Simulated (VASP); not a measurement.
# Nickel: the relaxed cell at several levels, part 2 of 4

Aim: relax Nickel at several levels and hold each cell against experiment. The start is a cell from a database of measured crystal structures.

VASP 6.6.1, plane waves and PAW; the level of theory is named at each step.

So far. Step 2 (Magnetic order: ferromagnetic): The run ends ferromagnetic with a largest moment of 0.58 μB, and the mesh shows no gap. Step 3 (Magnetic order: antiferromagnetic, q = (0, 0, 1/2)): The energy lies +49.8 meV an atom from the first pattern. The moments fall under 0.1 μB, and the mesh shows no gap.

**4. Magnetic order: antiferromagnetic, q = (1/2, 1/2, 0)**

Level of this step: LDA, spin-polarised from an antiferromagnetic start; plane waves and PAW (Ni) (VASP).

Next, a pattern with opposite moments, which needs a doubled cell; q is given in the reciprocal vectors of the primitive cell.

INCAR reads:

```
SYSTEM = Ni
PREC = Accurate
ENCUT = 400
EDIFF = 1E-06
NELM = 100
ISMEAR = -1
SIGMA = 0.05
LREAL = .FALSE.
ALGO = Normal
GGA = CA
NBANDS = 17
ISPIN = 2
MAGMOM = 1 -1
LASPH = .TRUE.
LMAXMIX = 4
LORBIT = 11
LWAVE = .FALSE.
LCHARG = .FALSE.
KPAR = 4
ISIF = 2
```

POSCAR reads:

```
Ni
1.0
    0.0000000000      3.5238700000      3.5238700000
    1.7619350000      1.7619350000      3.5238700000
    1.7619350000      1.7619350000      0.0000000000
Ni
2
Direct
    0.0000000000      0.0000000000      0.0000000000
    0.5000000000      0.0000000000      0.0000000000
```

KPOINTS reads:

```
Automatic mesh
0
Gamma
11 11 11
0 0 0
```

Potentials, in the order of the species: Ni (PBE family, release 64).

On the command line:

```sh
> mpirun -np 4 vasp_std
```

Output:

```text
[... set-up lines as in an earlier step ...]
 entering main loop
       N       E                     dE             d eps       ncg     rms          rms(c)
DAV:   1     0.745695082093E+02    0.74570E+02   -0.78927E+03  9200   0.138E+03
DAV:   2    -0.130155980808E+02   -0.87585E+02   -0.82506E+02  8638   0.232E+02
DAV:   3    -0.155326622993E+02   -0.25171E+01   -0.24709E+01  9738   0.524E+01
DAV:   4    -0.155657477855E+02   -0.33085E-01   -0.33072E-01 11149   0.495E+00
DAV:   5    -0.155664734490E+02   -0.72566E-03   -0.72563E-03  9993   0.645E-01    0.157E+01
DAV:   6    -0.139648682204E+02    0.16016E+01   -0.14809E+01  8994   0.817E+01    0.919E+00
DAV:   7    -0.130584548064E+02    0.90641E+00   -0.32841E+00  9086   0.343E+01    0.224E+00
DAV:   8    -0.130287980506E+02    0.29657E-01   -0.32986E-02 12900   0.354E+00    0.822E-01
DAV:   9    -0.130248349594E+02    0.39631E-02   -0.37430E-03 12605   0.113E+00    0.377E-01
DAV:  10    -0.130239303700E+02    0.90459E-03   -0.16836E-03 14349   0.110E+00    0.126E-01
DAV:  11    -0.130240141605E+02   -0.83790E-04   -0.18654E-04 12628   0.197E-01    0.107E-01
DAV:  12    -0.130242039777E+02   -0.18982E-03   -0.11586E-03 12105   0.837E-01    0.463E-02
DAV:  13    -0.130242317352E+02   -0.27758E-04   -0.10254E-04 13224   0.192E-01    0.183E-02
DAV:  14    -0.130242359697E+02   -0.42345E-05   -0.18216E-05 10828   0.691E-02    0.104E-02
DAV:  15    -0.130242375443E+02   -0.15746E-05   -0.31720E-05  7065   0.948E-02    0.283E-03
DAV:  16    -0.130242377639E+02   -0.21957E-06   -0.22988E-06  5854   0.156E-02
   1 F= -.13024238E+02 E0= -.12992386E+02  d E =-.637029E-01  mag=    -0.0000
```

Run time: 59 s. Hardware: 4 MPI ranks of AMD EPYC 7R43, shared host; peak memory 0.55 GiB; 3.8 min of CPU time.

OUTCAR, selected parts (step 4):

```text
  LATTYP: Found a simple tetragonal cell.
 ALAT       =     2.4917523730
 C/A-ratio  =     1.4142135624

 Subroutine GETGRP returns: Found 16 space group operations
 (whereof 16 operations were pure point group operations)

The static configuration has the point symmetry D_4h.

 Found    126 irreducible k-points:

   k-points           NKPTS =    126   k-points in BZ     NKDIM =    126   number of bands    NBANDS=     17

   dimension x,y,z NGX =    36 NGY =   28 NGZ =   16
   dimension x,y,z NGXF=    72 NGYF=   56 NGZF=   32

   ENCUT  =  400.0 eV  29.40 Ry    5.42 a.u.   8.13  7.04  4.06*2*pi/ulx,y,z

   NELECT =      20.0000    total number of electrons

 E-fermi :   8.6645

 spin component 1
 k-point     1 :       0.0000    0.0000    0.0000
  band No.  band energies     occupation
    ...
      5       6.8131      1.00000
      6       6.8149      1.00000
      7       7.9372      1.00000
      8       7.9373      1.00000
      9       8.6618      0.51331
     10       8.8315      0.03421
     11       8.8315      0.03420
     12      11.2946      0.00000
     13      18.1901      0.00000
     14      23.5867      0.00000
    ...

 k-point     2 :       0.0909    0.0000    0.0000
  band No.  band energies     occupation
    ...
      6       6.8726      1.00000
      7       7.8902      1.00000
      8       7.9430      1.00000
      9       8.3691      0.99729
     10       8.5682      0.87288
     11       8.7963      0.06691
     12      11.9716      0.00000
     13      18.2395      0.00000
     14      21.7398      0.00000
     15      23.9150      0.00000
    ...

 k-point     3 :       0.1818    0.0000    0.0000
  band No.  band energies     occupation
    ...
      6       6.9947      1.00000
      7       7.5979      1.00000
      8       7.7679      1.00000
      9       7.9986      1.00000
     10       8.3247      0.99888
     11       8.6920      0.36590
     12      13.3868      0.00000
     13      18.1513      0.00000
     14      18.9288      0.00000
     15      24.8612      0.00000
    ...

 k-point     4 :       0.2727    0.0000    0.0000
  band No.  band energies     occupation
    ...
      7       7.1951      1.00000
      8       7.6182      1.00000
      9       8.0181      1.00000
     10       8.2269      0.99984
     11       8.5227      0.94462
     12      15.1255      0.00000
     13      15.5122      0.00000
     14      18.9808      0.00000
     15      26.3336      0.00000
     16      26.9163      0.00000
    ...

  Total       -2.5402385     -2.5402385     -2.5780679      0.0000000      0.0000000      0.0000000
  in kB     -186.0181979   -186.0181979   -188.7883932      0.0000000      0.0000000      0.0000000
  external PRESSURE =    -186.9415963 kB  Pullay stress =       0.0000000 kB

  energy-cutoff  :      400.00
  volume of cell :       21.88
      direct lattice vectors                 reciprocal lattice vectors
     0.000000000  3.523870000  3.523870000    -0.283778914  0.283778914  0.000000000
     1.761935000  1.761935000  3.523870000     0.283778914 -0.283778914  0.283778914
     1.761935000  1.761935000  0.000000000     0.283778914  0.283778914 -0.283778914

 POSITION                                       TOTAL-FORCE (eV/Angst)
 -----------------------------------------------------------------------------------
      0.00000      0.00000      0.00000         0.000000      0.000000      0.000000
      0.00000      1.76194      1.76194        -0.000000     -0.000000     -0.000000
 -----------------------------------------------------------------------------------
    total drift:                               -0.000000     -0.000000      0.000000

  FREE ENERGIE OF THE ION-ELECTRON SYSTEM (eV)
  ---------------------------------------------------
  free  energy   TOTEN  =       -13.0242377639 eV

  energy  without entropy=      -12.9605348317  energy(sigma->0) =      -12.99238630

 total charge
# of ion       s       p       d       tot
------------------------------------------
    1        0.498   0.492   8.332   9.322
    2        0.498   0.492   8.332   9.322
--------------------------------------------------
tot          0.996   0.984  16.664  18.643

 magnetization (x)
# of ion       s       p       d       tot
------------------------------------------
    1       -0.000   0.000   0.000   0.000
    2        0.000  -0.000  -0.000  -0.000
--------------------------------------------------
tot          0.000   0.000   0.000   0.000

[... 6 further parts left out ...]
```

This step gave:

```
SCF cycles           : 16
irreducible k-points : 126
symmetry operations  : 16
Fermi energy         : 8.665 eV
pressure             : -18.69 GPa
```

The spin moment in the PAW sphere vanishes on all atoms.

The energy lies +48.7 meV an atom from the first pattern. The moments fall under 0.1 μB, and the mesh shows no gap.

**5. The orders side by side**

This step: collinear orders at LDA; plane waves and PAW (VASP 6.6.1).

No new run; the numbers come from the runs before.

Patterns, by row:

```tsv
start	atoms	energy less that of the first (meV/atom)	largest site moment (μB)	end state
ferromagnetic	1	0	0.58	ferromagnetic
antiferromagnetic, q = (0, 0, 1/2)	2	49.8	0.06	non-magnetic
antiferromagnetic, q = (1/2, 1/2, 0)	2	48.7	0	non-magnetic
```

The session goes on in the lowest magnetic state found: ferromagnetic. Runs that ended non-magnetic differ by up to 1.0 meV an atom among themselves, which is the error from the unlike meshes of the cells.

**6. Relaxation with LDA**

This step: LDA, spin-polarised from a ferromagnetic start (one magnetic atom a cell); plane waves and PAW (Ni) (VASP 6.6.1).

System of this step: Nickel. The structure is cubic, space group Fm-3m (No. 225). The conventional cell has a = 3.524 Å, b = 3.524 Å, c = 3.524 Å, α = 90.00°, β = 90.00°, γ = 90.00°. Nearest to Ni lie 12 Ni at 2.49 Å.

The start need not lie at this functional's minimum. ISIF = 3 frees volume, shape and positions, and EDIFFG sets the threshold on forces and stress at which the search stops.

INCAR reads:

```
SYSTEM = Ni
PREC = Accurate
ENCUT = 520
EDIFF = 1E-06
NELM = 100
ISMEAR = -1
SIGMA = 0.05
LREAL = .FALSE.
ALGO = Normal
GGA = CA
NBANDS = 12
ISPIN = 2
MAGMOM = 0.58
LASPH = .TRUE.
LMAXMIX = 4
LORBIT = 11
LWAVE = .FALSE.
LCHARG = .FALSE.
KPAR = 4
IBRION = 2
NSW = 60
ISIF = 3
EDIFFG = -0.01
```

POSCAR reads:

```
Ni
1.0
    0.0000000000      1.7619350000      1.7619350000
    1.7619350000      0.0000000000      1.7619350000
    1.7619350000      1.7619350000      0.0000000000
Ni
1
Direct
    0.0000000000      0.0000000000      0.0000000000
```

KPOINTS is that of step 4.

On the command line:

```sh
> mpirun -np 4 vasp_std
```

Output:

```text
[banner, memory and clock lines left out]
running    4 mpi-ranks, on    1 nodes
 distrk:  each k-point on    1 cores,    4 groups
 distr:  one band on    1 cores,    1 groups

 POSCAR found type information on POSCAR Ni
 POSCAR found :  1 types and       1 ions
 [... a notice as in an earlier step ...]

 LDA part: xc-table for (Slater(with rela. corr.)+CA(PZ))
 , standard interpolation
 POSCAR, INCAR and KPOINTS ok, starting setup
 FFT: planning ... GRIDC
 FFT: planning ... GRID_SOFT
 FFT: planning ... GRID
 WAVECAR not read
 entering main loop
       N       E                     dE             d eps       ncg     rms          rms(c)
DAV:   1     0.298787162205E+02    0.29879E+02   -0.45061E+03  2764   0.106E+03
DAV:   2    -0.663092775003E+01   -0.36510E+02   -0.34147E+02  2848   0.171E+02
DAV:   3    -0.785338700213E+01   -0.12225E+01   -0.12090E+01  3104   0.348E+01
DAV:   4    -0.786271608014E+01   -0.93291E-02   -0.93261E-02  3052   0.277E+00
DAV:   5    -0.786289828308E+01   -0.18220E-03   -0.18220E-03  3276   0.375E-01    0.108E+01
DAV:   6    -0.703561813256E+01    0.82728E+00   -0.19350E+01  3408   0.577E+01    0.646E+00
DAV:   7    -0.657153544563E+01    0.46408E+00   -0.34605E+00  3324   0.226E+01    0.165E+00
DAV:   8    -0.655429714605E+01    0.17238E-01   -0.20910E-02  3640   0.122E+00    0.821E-01
DAV:   9    -0.655132354585E+01    0.29736E-02   -0.15810E-03  4052   0.276E-01    0.267E-01
DAV:  10    -0.655023839226E+01    0.10852E-02   -0.11691E-03  3996   0.210E-01    0.486E-02
DAV:  11    -0.655024036920E+01   -0.19769E-05   -0.75628E-06  2956   0.313E-02    0.312E-02
DAV:  12    -0.655024125133E+01   -0.88212E-06   -0.42723E-06  2040   0.138E-02
   1 F= -.65502413E+01 E0= -.65429439E+01  d E =-.655024E+01  mag=     0.5694
 curvature:   0.00 expect dE= 0.000E+00 dE for cont linesearch  0.000E+00
 trial: gam= 0.00000 g(F)=  0.967E-63 g(S)=  0.208E+00 ort = 0.000E+00 (trialstep = 0.100E+01)
 search vector abs. value=  0.208E+00
 bond charge predicted
       N       E                     dE             d eps       ncg     rms          rms(c)
DAV:   1    -0.117615820612E+02   -0.52113E+01   -0.68580E+01  3344   0.110E+02    0.211E+01
DAV:   2    -0.749108541829E+01    0.42705E+01   -0.45179E+01  3384   0.994E+01    0.664E+00
DAV:   3    -0.666789442840E+01    0.82319E+00   -0.55059E+00  3372   0.308E+01    0.340E+00
DAV:   4    -0.656446850304E+01    0.10343E+00   -0.99117E-02  3512   0.238E+00    0.177E+00
DAV:   5    -0.652825420565E+01    0.36214E-01   -0.44519E-02  3492   0.132E+00    0.966E-01
DAV:   6    -0.652849660110E+01   -0.24240E-03   -0.17305E-03  3156   0.532E-01    0.213E-01
DAV:   7    -0.652850184631E+01   -0.52452E-05   -0.59033E-05  3844   0.806E-02    0.696E-02
DAV:   8    -0.652850085955E+01    0.98676E-06   -0.31361E-06  3672   0.173E-02
   2 F= -.65285009E+01 E0= -.65230107E+01  d E =0.217404E-01  mag=     0.5662
[...]
3 F= -.66036336E+01 E0= -.65972719E+01  d E =-.533923E-01  mag=     0.5673
 curvature:  -0.20 expect dE=-0.170E-04 dE for cont linesearch -0.170E-04
 ZBRENT: interpolating
 opt :   0.4874  next Energy=    -6.603649 (dE=-0.534E-01)
 bond charge predicted
       N       E                     dE             d eps       ncg     rms          rms(c)
DAV:   1    -0.660415502257E+01   -0.52172E-03   -0.68510E-03  3364   0.120E+00    0.187E-01
DAV:   2    -0.660379588141E+01    0.35914E-03   -0.61794E-03  3388   0.988E-01    0.864E-02
DAV:   3    -0.660366469486E+01    0.13119E-03   -0.83527E-04  3352   0.385E-01    0.303E-02
DAV:   4    -0.660365326460E+01    0.11430E-04   -0.77771E-06  3188   0.185E-02    0.167E-02
DAV:   5    -0.660365176433E+01    0.15003E-05   -0.27613E-06  2300   0.984E-03    0.281E-03
DAV:   6    -0.660365181749E+01   -0.53160E-07   -0.11216E-07  1468   0.321E-03
   4 F= -.66036518E+01 E0= -.65973077E+01  d E =-.534106E-01  mag=     0.5672
 curvature:  -0.18 expect dE=-0.105E-06 dE for cont linesearch -0.105E-06
 trial: gam= 0.00000 g(F)=  0.817E-59 g(S)=  0.578E-06 ort =-0.347E-03 (trialstep = 0.897E+00)
 search vector abs. value=  0.579E-06
 reached required accuracy - stopping structural energy minimisation
```

It took 30 s on 4 MPI ranks; peak memory 0.4 GiB.

OUTCAR, selected parts (step 6):

```text
   ENCUT  =  520.0 eV  38.22 Ry    6.18 a.u.   4.63  4.63  4.63*2*pi/ulx,y,z

   NELECT =      10.0000    total number of electrons

 E-fermi :  10.0868

 spin component 1
 k-point     1 :       0.0000    0.0000    0.0000
  band No.  band energies     occupation
    ...
      2       7.5424      1.00000
      3       7.5424      1.00000
      4       7.5424      1.00000
      5       8.8337      1.00000
      6       8.8337      1.00000
      7      34.5851      0.00000
      8      38.9649      0.00000
      9      38.9649      0.00000
     10      38.9649      0.00000
     11      42.2030      0.00000
    ...

 k-point     2 :       0.0909    0.0000    0.0000
  band No.  band energies     occupation
    ...
      2       7.4487      1.00000
      3       7.6207      1.00000
      4       7.6207      1.00000
      5       8.8016      1.00000
      6       8.8016      1.00000
      7      33.3779      0.00000
      8      36.2921      0.00000
      9      38.3512      0.00000
     10      38.3512      0.00000
     11      43.1403      0.00000
    ...

  Total        0.0019992      0.0019992      0.0019992     -0.0000000     -0.0000000     -0.0000000
  in kB        0.3190043      0.3190043      0.3190043     -0.0000000     -0.0000000     -0.0000000
  external PRESSURE =       0.3190043 kB  Pullay stress =       0.0000000 kB

 POSITION                                       TOTAL-FORCE (eV/Angst)
 -----------------------------------------------------------------------------------
      3.42457      3.42457      3.42457        -0.000000      0.000000     -0.000000
 -----------------------------------------------------------------------------------
    total drift:                                0.000000      0.000000      0.000000

  FREE ENERGIE OF THE ION-ELECTRON SYSTEM (eV)
  ---------------------------------------------------
  free  energy   TOTEN  =        -6.6036518175 eV

  energy  without entropy=       -6.5909635685  energy(sigma->0) =       -6.59730769

 reached required accuracy - stopping structural energy minimisation

 magnetization (x)
# of ion       s       p       d       tot
------------------------------------------
    1       -0.005  -0.020   0.593   0.568

[... 5 parts as in an earlier step ...]

[... 16 further parts left out ...]
```

The magnetic order is the only one that the search above brought to convergence with its moments; longer or canted patterns were not tried. After so large a change of volume the plane waves of the start cell no longer fit, so the final stress carries a basis-set error. The run keeps the 48 symmetry operations of its start, so it cannot find a distortion of lower symmetry.

Step by step:

```tsv
step	energy less that of the first step (eV)	largest force (eV/Å)	pressure (GPa)	volume (Å³)
1	0.0000	0.0000	-17.55	10.94
2	0.0217	0.0000	29.69	9.15
3	-0.0534	0.0000	-0.38	10.06
4	-0.0534	0.0000	0.03	10.04
```

```tsv
conventional cell, symmetrised	before	after	change
a (Å)	3.524	3.425	-2.8 %
b (Å)	3.524	3.425	-2.8 %
c (Å)	3.524	3.425	-2.8 %
volume (Å³/atom)	10.94	10.04	-8.2 %
```

Final coordinates:

```
Ni
1.0
     0.00000    1.71229    1.71229
     1.71229    0.00000    1.71229
     1.71229    1.71229    0.00000
Ni
1
Direct
  0.00000 0.00000 0.00000
```

Numbers from this step:

```
electrons                                         : 10
bands                                             : 12
irreducible k-points                              : 56
symmetry operations                               : 48
free energy (TOTEN)                               : -6.604 eV
energy at zero smearing                           : -6.597 eV
Fermi energy                                      : 10.09 eV
pressure                                          : 0.03190 GPa
moment of the cell, from the last line of the log : 0.5672 μB
SCF cycles over all ionic steps                   : 35
```

Spin moment in the PAW sphere by atom:

```tsv
atom	spin moment in the PAW sphere (μB)
Ni1	0.568
```

It ends with forces that vanish by symmetry and a pressure of 0.03 GPa. The volume lies -8.2 % from that of the database's start, which holds the thermal and zero-point expansion of its experiment. LDA is known to overbind. The conventional cell has a = 3.425 Å. The largest moment is 0.57 μB.

[end of part 2 of 4]

[Lines on the potential files, build, host, timing and source positions are cut from VASP's logs without a mark.]

[Logs are printed without paths, hosts, clocks, repeated set-up lines and the standing remarks that a program may print on its own settings, such as how far it seeks lower states.]

[Hosts, paths, dates, database ids (printed as entryN), source tags and the programs' standing remarks are cut or masked in the printed files.]

[A measured line is paired with the nearest computed mode of its activity, which favours agreement.]
